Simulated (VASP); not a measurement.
Computed with PBEsol GGA, VASP's PBE PAW potentials (set 64) (plane waves; VASP).

Input for VASP

**KPOINTS**
```
kpoints
0
Gamma
5 5 7
0 0 0
```

INCAR:
```
# general
SYSTEM =ZnF2
PREC   =Accurate
ENCUT  =400   # plane-wave cut-off (eV)
LREAL  =F   # projection in real space or not
LASPH  =T   # aspherical one-centre terms

# electronic loop
EDIFF  =1E-6   # SCF stop (eV)
NELM   =100
ALGO   =Normal
LMAXMIX=4

# smearing
ISMEAR =0
SIGMA  =0.05

# functional
GGA    =PS   # PBEsol

# ions
ISIF   =2   # forces and stress, cell fixed

# output
LWAVE  =F
LCHARG =F
```

**POSCAR**
```
ZnF2
9.5121660
  0.5000000000   0.0000000000   0.0000000000
  0.0000000000   0.5000000000   0.0000000000
  0.0000000000   0.0000000000   0.3330778710
Zn F
2 4
Cart
  0.2500000000   0.2500000000   0.1665389355
  0.0000000000   0.0000000000   0.0000000000
  0.3484300000   0.3484300000   0.0000000000
  0.1515700000   0.1515700000   0.0000000000
  0.4015700000   0.0984300000   0.1665389355
  0.0984300000   0.4015700000   0.1665389355
```

POTCAR, in this order: Zn F (PBE.64 set). Program: vasp_std.

Q: What will the output report for the number of irreducible k-points (NKPTS), largest plane-wave count, number of space-group operations, FFT grid (NGX, NGY, NGZ)?

A: 
```yaml
number of irreducible k-points (NKPTS): 24
largest_plane_wave_count: 1315
number_of_space_group_operations: 16
FFT grid (NGX, NGY, NGZ): 32 × 32 × 24
```

The structure comes from a computed database's ZnF2 entry; how it stands against other phases isn't given here. The cell was not relaxed at this level.
